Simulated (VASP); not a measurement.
A convergence study with VASP on AuZn (CsCl type): one setting is varied, all else stays as given below, so the limit is that of these other settings.

```xyz
2
Lattice="3.1500 0.0000 0.0000 0.0000 3.1500 0.0000 0.0000 0.0000 3.1500" Properties=species:S:1:pos:R:3 pbc="T T T"
Zn     1.5750     1.5750     1.5750
Au     0.0000     0.0000     0.0000
```

Computed with PBE GGA, VASP's PBE PAW potentials (set 64) (plane waves; VASP). The tightest run used: 550 eV cut-off, 21×21×21 Γ-centred mesh, tetrahedra with Blöchl corrections, potentials Zn Au.

Task: The settings run are 3×3×3 mesh; 4×4×4 mesh; 5×5×5 mesh; 6×6×6 mesh; 7×7×7 mesh; 8×8×8 mesh; 9×9×9 mesh; 10×10×10 mesh; 11×11×11 mesh; 12×12×12 mesh; 13×13×13 mesh; 14×14×14 mesh; 15×15×15 mesh; 16×16×16 mesh; 17×17×17 mesh; 18×18×18 mesh; 19×19×19 mesh; 20×20×20 mesh; 21×21×21 mesh. From which on does the energy per atom stay within 0.001 eV/atom of the tightest run?

Result: From 11×11×11 mesh on: it is off by 0.0000 there and by no more than 0.001 in any finer run, while 10×10×10 mesh is off by 0.0015.
```csv
setting,E (eV/atom),pressure (GPa),irreducible k-points,difference judged (eV/atom)
3×3×3 mesh,-2.3536,0.45,4,0.0133
4×4×4 mesh,-2.3512,3.34,10,0.0157
5×5×5 mesh,-2.3687,4.25,10,0.0018
6×6×6 mesh,-2.3739,3.93,20,0.0070
7×7×7 mesh,-2.3700,4.42,20,0.0031
8×8×8 mesh,-2.3685,4.28,35,0.0016
9×9×9 mesh,-2.3680,4.50,35,0.0011
10×10×10 mesh,-2.3684,4.46,56,0.0015
11×11×11 mesh,-2.3669,4.45,56,0.0000
12×12×12 mesh,-2.3675,4.48,84,0.0006
13×13×13 mesh,-2.3670,4.45,84,0.0001
14×14×14 mesh,-2.3671,4.43,120,0.0002
15×15×15 mesh,-2.3671,4.45,120,0.0002
16×16×16 mesh,-2.3670,4.45,165,0.0001
17×17×17 mesh,-2.3667,4.46,165,0.0002
18×18×18 mesh,-2.3670,4.46,220,0.0001
19×19×19 mesh,-2.3670,4.46,220,0.0000
20×20×20 mesh,-2.3669,4.46,286,0.0000
21×21×21 mesh,-2.3669,4.47,286,0.0000
```

Left out are rungs that failed or repeat a setting and relaxations that didn't move; long series are thinned to 24 rows.

The compound is AuZn in the CsCl type structure. The cell was not relaxed at this level. The electron count is odd and the run is not spin-polarised, which forces a metal.
